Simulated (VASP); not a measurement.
OSZICAR of a VASP run on KZnF3 (cubic perovskite):

OSZICAR:
```
       N       E                     dE             d eps       ncg     rms          rms(c)
DAV:   1     0.452518630910E+03    0.45252E+03   -0.22691E+04  1000   0.205E+03
DAV:   2     0.117899825186E+02   -0.44073E+03   -0.42932E+03  1201   0.504E+02
DAV:   3    -0.242526563310E+02   -0.36043E+02   -0.35909E+02  1220   0.155E+02
DAV:   4    -0.251352014484E+02   -0.88255E+00   -0.88133E+00  1543   0.229E+01
DAV:   5    -0.251475140413E+02   -0.12313E-01   -0.12308E-01  1336   0.212E+00    0.120E+01
DAV:   6    -0.231167759258E+02    0.20307E+01   -0.75706E+00  1507   0.402E+01    0.784E+00
DAV:   7    -0.231410496188E+02   -0.24274E-01   -0.13292E+00  1070   0.810E+00    0.494E+00
DAV:   8    -0.231317025443E+02    0.93471E-02   -0.55328E-01  1390   0.146E+01    0.158E+00
DAV:   9    -0.231007722692E+02    0.30930E-01   -0.81083E-02  1551   0.820E+00    0.698E-01
DAV:  10    -0.230950179900E+02    0.57543E-02   -0.87062E-02  1481   0.741E+00    0.253E-01
DAV:  11    -0.230947804563E+02    0.23753E-03   -0.11272E-02  1324   0.124E+00    0.103E-01
DAV:  12    -0.230948963047E+02   -0.11585E-03   -0.44792E-04  1182   0.301E-01    0.108E-01
DAV:  13    -0.230946975179E+02    0.19879E-03   -0.10466E-03  1546   0.960E-01    0.565E-03
DAV:  14    -0.230947090769E+02   -0.11559E-04   -0.11920E-04  1035   0.933E-02    0.993E-03
DAV:  15    -0.230947077967E+02    0.12802E-05   -0.45845E-06  1599   0.246E-02    0.391E-03
DAV:  16    -0.230947076855E+02    0.11123E-06   -0.56880E-07  1067   0.633E-03    0.222E-03
DAV:  17    -0.230947076176E+02    0.67830E-07   -0.53793E-07  1057   0.532E-03
   1 F= -.23094708E+02 E0= -.23094708E+02  d E =-.838206E-19
```

**Question.** Which electronic solver shows in the log?

**Answer.** It is blocked Davidson (ALGO = Normal, or the opening steps of other solvers). The INCAR had ALGO = Normal.

**Question.** Can the final energy be trusted as converged?

**Answer.** Self-consistency was reached. It stopped with EDIFF = 1E-7, NELM = 100 (LDA (Ceperley-Alder, Perdew-Zunger), plane waves, VASP's LDA PAW potentials (set 64)).

The compound is KZnF3 in the cubic perovskite structure. This cell is one point of a volume scan, at 1.03 of the reference volume.
